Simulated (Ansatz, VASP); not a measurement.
# NbP in two plane-wave programs

Aim: how closely do two programs agree when they are given the same cell, functional and k mesh? The cell is taken from a series of VASP runs on this material, whose earlier steps may have relaxed, scaled or displaced it; both programs get it as it stands.

Method: plane waves, with VASP 6.6.1 beside it; zone-centre phonons at LDA, in Ansatz 0.2.0.

## 1. Set-up

The structure is tetragonal, space group I4_1md (No. 109). The conventional cell has a = 3.302 Å, b = 3.302 Å, c = 11.228 Å, α = 90.00°, β = 90.00°, γ = 90.00°. Nearest to Nb lie 6 P at 2.50 to 2.51 Å. P has 6 Nb at 2.50 to 2.51 Å nearest. Farther neighbours are not listed.

As a file:

```cif
data_structure
_symmetry_space_group_name_H-M 'P 1'
_symmetry_Int_Tables_number 1
_cell_length_a 6.0800
_cell_length_b 6.0800
_cell_length_c 6.0800
_cell_angle_alpha 148.487
_cell_angle_beta 148.487
_cell_angle_gamma 45.166
_cell_volume 61.21
loop_
_atom_site_label
_atom_site_type_symbol
_atom_site_fract_x
_atom_site_fract_y
_atom_site_fract_z
_atom_site_occupancy
Nb1 Nb 0.25019 0.75019 0.50000 1
Nb2 Nb 0.50019 0.50019 0.00000 1
P3 P 0.83244 0.33244 0.50000 1
P4 P 0.08244 0.08244 0.00000 1
```

## 2. VASP: zone-centre phonons, LDA

Second derivatives magnify differences that forces hide, and they need a tight electronic threshold.

Lines of VASP's logs that name or quote its potential files are left out, and so is its time.

INCAR reads:

```
SYSTEM = NbP
PREC = Accurate
ENCUT = 450
EDIFF = 1E-08
NELM = 100
ISMEAR = 0
SIGMA = 0.05
LREAL = .FALSE.
ALGO = Normal
GGA = CA
NBANDS = 24
LASPH = .TRUE.
LORBIT = 11
LWAVE = .FALSE.
LCHARG = .FALSE.
KPAR = 8
IBRION = 8
ISIF = 2
```

POSCAR reads:

```
NbP
1.0
   -1.6509936885      1.6509936885      5.6137903703
    1.6509936885     -1.6509936885      5.6137903703
    1.6509936885      1.6509936885     -5.6137903703
Nb P
2 2
Direct
    0.2501869779      0.7501869779      0.5000000000
    0.5001869779      0.5001869779      0.0000000000
    0.8324415921      0.3324415921      0.5000000000
    0.0824415921      0.0824415921      0.0000000000
```

KPOINTS reads:

```
Automatic mesh
0
Gamma
14 14 14
0 0 0
```

PAW data sets: Nb_sv and P (LDA family, release 64).

On the command line:

```
$ mpirun -np 8 vasp_std
```

Numbers of over 12 decimals in the logs are rounded to 6 here.

Output:

```text
[banner, memory and clock lines left out]
running    8 mpi-ranks, on    1 nodes
 distrk:  each k-point on    1 cores,    8 groups
 distr:  one band on    1 cores,    1 groups

 POSCAR found type information on POSCAR NbP
 POSCAR found :  2 types and       4 ions
|                                                                             |
|           W    W    AA    RRRRR   N    N  II  N    N   GGGG   !!!           |
|           W    W   A  A   R    R  NN   N  II  NN   N  G    G  !!!           |
|           W    W  A    A  R    R  N N  N  II  N N  N  G       !!!           |
|           W WW W  AAAAAA  RRRRR   N  N N  II  N  N N  G  GGG   !            |
|           WW  WW  A    A  R   R   N   NN  II  N   NN  G    G                |
|           W    W  A    A  R    R  N    N  II  N    N   GGGG   !!!           |
|                                                                             |
|     For optimal performance we recommend to set                             |
|       NCORE = 2 up to number-of-cores-per-socket                            |
|     NCORE specifies how many cores store one orbital (NPAR=cpu/NCORE).      |
|     This setting can greatly improve the performance of VASP for DFT.       |
|     The default, NCORE=1 might be grossly inefficient on modern             |
|     multi-core architectures or massively parallel machines. Do your        |
|     Unfortunately you need to use the default for GW and RPA                |
|     calculations (for HF NCORE is supported but not extensively tested      |
|     yet).                                                                   |
|                                                                             |

 LDA part: xc-table for (Slater(with rela. corr.)+CA(PZ))
 , standard interpolation
 POSCAR, INCAR and KPOINTS ok, starting setup
 FFT: planning ... GRIDC
 FFT: planning ... GRID_SOFT
 FFT: planning ... GRID
 WAVECAR not read
 entering main loop
       N       E                     dE             d eps       ncg     rms          rms(c)
DAV:   1     0.336793195760E+03    0.33679E+03   -0.17809E+04 11720   0.135E+03
DAV:   2    -0.129139667603E+02   -0.34971E+03   -0.34198E+03 15032   0.545E+02
DAV:   3    -0.395244584770E+02   -0.26610E+02   -0.26289E+02 21512   0.111E+02
DAV:   4    -0.411864502714E+02   -0.16620E+01   -0.16568E+01 18032   0.229E+01
DAV:   5    -0.412555544686E+02   -0.69104E-01   -0.69089E-01 20840   0.516E+00    0.139E+01
DAV:   6    -0.390567878235E+02    0.21988E+01   -0.95886E+00 17952   0.213E+01    0.539E+00
DAV:   7    -0.390481173696E+02    0.86705E-02   -0.63569E-01 20816   0.450E+00    0.318E+00
DAV:   8    -0.390369702879E+02    0.11147E-01   -0.67325E-02 17640   0.168E+00    0.437E-01
DAV:   9    -0.390370054115E+02   -0.35124E-04   -0.92810E-03 20864   0.640E-01    0.280E-01
DAV:  10    -0.390370915374E+02   -0.86126E-04   -0.17391E-03 16672   0.406E-01    0.570E-02
DAV:  11    -0.390370779897E+02    0.13548E-04   -0.12515E-04 17816   0.106E-01    0.201E-02
DAV:  12    -0.390370776190E+02    0.37066E-06   -0.66889E-06 20288   0.240E-02    0.445E-03
DAV:  13    -0.390370775564E+02    0.62636E-07   -0.31545E-07 18280   0.476E-03    0.197E-03
DAV:  14    -0.390370775552E+02    0.11310E-08   -0.57302E-08 16312   0.249E-03
   1 F= -.39037078E+02 E0= -.39036735E+02  d E =-.685136E-03
 Linear response reoptimize wavefunctions to high precision
DAV:   1    -0.390370775559E+02   -0.69986E-09   -0.11433E-08 15712   0.756E-04
DAV:   2    -0.390370775560E+02   -0.42292E-10   -0.48560E-10 11184   0.240E-04
 Linear response DOF=           6
 Linear response progress:
  Degree of freedom:   1/  6
       N       E                     dE             d eps       ncg     rms          rms(c)
RMM:   1    -0.567058556605E+00   -0.56706E+00    0.51218E+00 37814   0.300E+01
RMM:   2    -0.476378329856E+00    0.90680E-01   -0.60329E-01 54654   0.496E+00    0.175E-01
RMM:   3    -0.478128409189E+00   -0.17501E-02   -0.52752E-02 71883   0.141E+00    0.911E-02
RMM:   4    -0.478910281233E+00   -0.78187E-03   -0.89224E-03 91346   0.454E-01    0.468E-02
RMM:   5    -0.479368836969E+00   -0.45856E-03   -0.18996E-03 91748   0.191E-01    0.247E-02
RMM:   6    -0.479417456040E+00   -0.48619E-04   -0.54154E-04 94830   0.946E-02    0.689E-03
RMM:   7    -0.479264457397E+00    0.15300E-03   -0.19992E-04 95701   0.554E-02    0.602E-03
RMM:   8    -0.479290439253E+00   -0.25982E-04   -0.12319E-04 97731   0.347E-02    0.234E-03
RMM:   9    -0.479306637379E+00   -0.16198E-04   -0.45539E-05 98999   0.211E-02    0.132E-03
RMM:  10    -0.479325664903E+00   -0.19028E-04   -0.29305E-05 93576   0.149E-02    0.288E-04
RMM:  11    -0.479330688484E+00   -0.50236E-05   -0.14377E-05100376   0.103E-02    0.213E-04
[...]
RMM:   9    -0.467959993616E+00   -0.13829E-04   -0.56682E-05 99553   0.208E-02    0.149E-03
RMM:  10    -0.467981521357E+00   -0.21528E-04   -0.33924E-05 89926   0.149E-02    0.412E-04
RMM:  11    -0.467989118526E+00   -0.75972E-05   -0.17234E-05 98508   0.102E-02    0.288E-04
RMM:  12    -0.467986486104E+00    0.26324E-05   -0.10237E-05 95981   0.754E-03    0.212E-04
RMM:  13    -0.467993043407E+00   -0.65573E-05   -0.65173E-06 93575   0.587E-03    0.491E-05
RMM:  14    -0.467993719599E+00   -0.67619E-06   -0.41606E-06 99462   0.446E-03    0.132E-04
[...]
RMM:   7    -0.542772324607E+00    0.11673E-03   -0.22251E-04 56527   0.587E-02    0.984E-03
RMM:   8    -0.542647034012E+00    0.12529E-03   -0.10872E-04 56221   0.366E-02    0.441E-03
RMM:   9    -0.542650402281E+00   -0.33683E-05   -0.60920E-05 56254   0.233E-02    0.153E-03
RMM:  10    -0.542661491577E+00   -0.11089E-04   -0.29788E-05 58251   0.148E-02    0.809E-04
RMM:  11    -0.542658775537E+00    0.27160E-05   -0.15501E-05 57581   0.996E-03    0.665E-04
RMM:  12    -0.542669867227E+00   -0.11092E-04   -0.10051E-05 51091   0.794E-03    0.380E-04
RMM:  13    -0.542668690790E+00    0.11764E-05   -0.53021E-06 56340   0.568E-03    0.221E-04
RMM:  14    -0.542671668146E+00   -0.29774E-05   -0.35327E-06 56392   0.442E-03    0.125E-04
[...]
RMM:  32    -0.542679243174E+00   -0.13056E-07   -0.28515E-08 55248   0.651E-04    0.444E-05
RMM:  33    -0.542679203666E+00    0.39508E-07   -0.50863E-08 54947   0.639E-04    0.513E-05
RMM:  34    -0.542679527717E+00   -0.32405E-06   -0.33389E-08 54382   0.636E-04    0.275E-05
RMM:  35    -0.542679625721E+00   -0.98004E-07   -0.41268E-08 55777   0.621E-04    0.201E-05
RMM:  36    -0.542679731180E+00   -0.10546E-06   -0.29587E-08 55864   0.614E-04    0.117E-05
RMM:  37    -0.542679856046E+00   -0.12487E-06   -0.36898E-08 56070   0.608E-04    0.335E-06
RMM:  38    -0.542679914046E+00   -0.58000E-07   -0.31592E-08 56301   0.602E-04    0.423E-06
RMM:  39    -0.542679914218E+00   -0.17139E-09   -0.41377E-08 56375   0.597E-04    0.360E-06
 first order change of Fermi-energy  -0.14547E-01
 force on displaced ion       1 direction 3 :  -0.000   0.000 -17.783
 Linear response progress:
  Degree of freedom:   4/  6
       N       E                     dE             d eps       ncg     rms          rms(c)
RMM:   1    -0.534942984563E-01   -0.53494E-01   -0.46422E-02 86159   0.118E+00
RMM:   2    -0.465646289925E-01    0.69297E-02   -0.59737E-03 75223   0.380E-01    0.958E-02
RMM:   3    -0.469188731268E-01   -0.35424E-03   -0.92188E-04 81454   0.134E-01    0.497E-02
RMM:   4    -0.472656338097E-01   -0.34676E-03   -0.33730E-04 84594   0.773E-02    0.140E-02
RMM:   5    -0.472644583512E-01    0.11755E-05   -0.11237E-04 87075   0.376E-02    0.660E-03
RMM:   6    -0.472892503078E-01   -0.24792E-04   -0.24805E-05 90101   0.165E-02    0.297E-03
RMM:   7    -0.472918922689E-01   -0.26420E-05   -0.75270E-06 96322   0.772E-03    0.163E-03
RMM:   8    -0.472914456701E-01    0.44660E-06   -0.17178E-06 94874   0.375E-03    0.450E-04
RMM:   9    -0.472916804031E-01   -0.23473E-06   -0.61166E-07 99491   0.192E-03    0.265E-04
RMM:  10    -0.472926242925E-01   -0.94389E-06   -0.20448E-07 96596   0.105E-03    0.870E-05
RMM:  11    -0.472923709154E-01    0.25338E-06   -0.10256E-07 99560   0.624E-04    0.423E-05
RMM:  12    -0.472924148433E-01   -0.43928E-07   -0.62366E-08 97518   0.420E-04    0.293E-05
RMM:  13    -0.472923244930E-01    0.90350E-07   -0.48784E-08100284   0.306E-04    0.147E-05
RMM:  14    -0.472922990523E-01    0.25441E-07   -0.44601E-08 98579   0.252E-04    0.102E-05
RMM:  15    -0.472922804832E-01    0.18569E-07   -0.43066E-08 97757   0.226E-04    0.346E-06
RMM:  16    -0.472922755438E-01    0.49393E-08   -0.42239E-08 96650   0.212E-04    0.245E-06
 first order change of Fermi-energy   0.12185E-04
 force on displaced ion       3 direction 1 :  -9.860   0.000   0.000
 Linear response progress:
  Degree of freedom:   5/  6
       N       E                     dE             d eps       ncg     rms          rms(c)
RMM:   1    -0.560579354111E-01   -0.56058E-01   -0.48006E-02 87312   0.130E+00
RMM:   2    -0.491213438159E-01    0.69366E-02   -0.63560E-03 75430   0.420E-01    0.143E-01
RMM:   3    -0.495113640400E-01   -0.39002E-03   -0.14574E-03 82390   0.179E-01    0.680E-02
RMM:   4    -0.500268015565E-01   -0.51544E-03   -0.60708E-04 83749   0.106E-01    0.190E-02
RMM:   5    -0.500477342762E-01   -0.20933E-04   -0.21978E-04 86911   0.518E-02    0.907E-03
RMM:   6    -0.500790750792E-01   -0.31341E-04   -0.48917E-05 89706   0.224E-02    0.472E-03
RMM:   7    -0.500954305527E-01   -0.16355E-04   -0.15623E-05 95065   0.114E-02    0.277E-03
RMM:   8    -0.500909339798E-01    0.44966E-05   -0.40173E-06 97298   0.530E-03    0.868E-04
RMM:   9    -0.500926691694E-01   -0.17352E-05   -0.13495E-06 98790   0.266E-03    0.599E-04
RMM:  10    -0.500950799200E-01   -0.24108E-05   -0.42499E-07 95954   0.146E-03    0.100E-04
RMM:  11    -0.500947986338E-01    0.28129E-06   -0.17152E-07 99271   0.845E-04    0.806E-05
RMM:  12    -0.500949498623E-01   -0.15123E-06   -0.70802E-08 98051   0.524E-04    0.188E-05
RMM:  13    -0.500948282669E-01    0.12160E-06   -0.30352E-08100679   0.352E-04    0.128E-05
RMM:  14    -0.500948199462E-01    0.83207E-08   -0.18686E-08 98599   0.269E-04    0.131E-05
 first order change of Fermi-energy   0.33569E-04
 force on displaced ion       3 direction 2 :  -0.000 -13.206  -0.000
 Linear response progress:
  Degree of freedom:   6/  6
       N       E                     dE             d eps       ncg     rms          rms(c)
RMM:   1    -0.714825892369E-01   -0.71483E-01   -0.56219E-02 52193   0.127E+00
RMM:   2    -0.607961030762E-01    0.10686E-01   -0.71375E-03 40158   0.463E-01    0.143E-01
RMM:   3    -0.610359675779E-01   -0.23986E-03   -0.17819E-03 39760   0.230E-01    0.115E-01
RMM:   4    -0.609735532391E-01    0.62414E-04   -0.48878E-04 42405   0.124E-01    0.574E-02
RMM:   5    -0.611713045641E-01   -0.19775E-03   -0.23301E-04 50473   0.684E-02    0.151E-02
RMM:   6    -0.611736270725E-01   -0.23225E-05   -0.56006E-05 53212   0.299E-02    0.901E-03
RMM:   7    -0.611824650365E-01   -0.88380E-05   -0.11332E-05 54054   0.140E-02    0.327E-03
RMM:   8    -0.611842954588E-01   -0.18304E-05   -0.67501E-07 54329   0.665E-03    0.103E-03
RMM:   9    -0.611868856056E-01   -0.25901E-05    0.22776E-07 55110   0.304E-03    0.535E-04
RMM:  10    -0.611882096723E-01   -0.13241E-05    0.47485E-07 52256   0.177E-03    0.249E-04
RMM:  11    -0.611877060785E-01    0.50359E-06    0.16523E-07 53719   0.985E-04    0.163E-04
RMM:  12    -0.611878359087E-01   -0.12983E-06    0.18151E-07 55998   0.588E-04    0.416E-05
RMM:  13    -0.611878560605E-01   -0.20152E-07    0.56336E-08 58057   0.368E-04    0.123E-05
RMM:  14    -0.611878545764E-01    0.14841E-08   -0.62384E-09 56199   0.266E-04    0.186E-05
 first order change of Fermi-energy   0.15230E-01
 force on displaced ion       3 direction 3 :   0.000  -0.000 -15.155
 Linear response finished
```

[end of part 1 of 2]

[Lines on the potential files, build, host, timing and source positions are cut from VASP's logs without a mark.]

[Logs are printed without paths, hosts, clocks, repeated set-up lines and the standing remarks that a program may print on its own settings, such as how far it seeks lower states.]

[Hosts, paths, dates, database ids (printed as entryN), source tags and the programs' standing remarks are cut or masked in the printed files.]
